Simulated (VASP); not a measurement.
Level of theory: PBE GGA, VASP's PBE PAW potentials (set 64) (plane waves; VASP).

The input files of a VASP run:

KPOINTS:
```
Automatic mesh
0
gamma
  6 6 6
```

### POSCAR
```
CaF2
1
    0.0000000000     2.7304926950     2.7304926950
    2.7304926950     0.0000000000     2.7304926950
    2.7304926950     2.7304926950     0.0000000000
Ca F
1 2
Direct
  0.0000000000   0.0000000000   0.0000000000
  0.2500000000   0.2500000000   0.2500000000
  0.7500000000   0.7500000000   0.7500000000
```

**INCAR**
```
ALGO=Normal
EDIFF=1E-7
ENCUT=600
GGA=PE
ISIF=2
ISMEAR=0
LASPH=.True.
LCHARG=.False.
LREAL=.False.
LWAVE=.False.
NELM=100
PREC=Accurate
SIGMA=0.05
SYSTEM=CaF2
```

POTCAR, in this order: Ca_sv F (PBE.64 set). Program: vasp_std.

### Question
Estimate the energy per atom (σ→0), pressure.

### Answer

The energy per atom (σ→0) is -5.778 eV/atom and the pressure is 24.0 kbar.

File OSZICAR:
```
...
DAV:   9    -0.173321664822E+02   -0.42817E-02   -0.78407E-03   632   0.712E-01    0.133E-01
DAV:  10    -0.173330663126E+02   -0.89983E-03   -0.13742E-03   656   0.277E-01    0.369E-02
DAV:  11    -0.173330768969E+02   -0.10584E-04   -0.10702E-04   632   0.986E-02    0.165E-02
DAV:  12    -0.173330838530E+02   -0.69561E-05   -0.24469E-05   696   0.482E-02    0.316E-03
DAV:  13    -0.173330842241E+02   -0.37113E-06   -0.32877E-06   656   0.155E-02    0.341E-03
DAV:  14    -0.173330838839E+02    0.34020E-06   -0.73973E-07   672   0.793E-03    0.766E-04
DAV:  15    -0.173330838592E+02    0.24697E-07   -0.30356E-08   408   0.177E-03
   1 F= -.17333084E+02 E0= -.17333084E+02  d E =-.285441E-16
```

The compound is CaF2 in the fluorite structure. This cell was strained or had an atom moved on purpose.
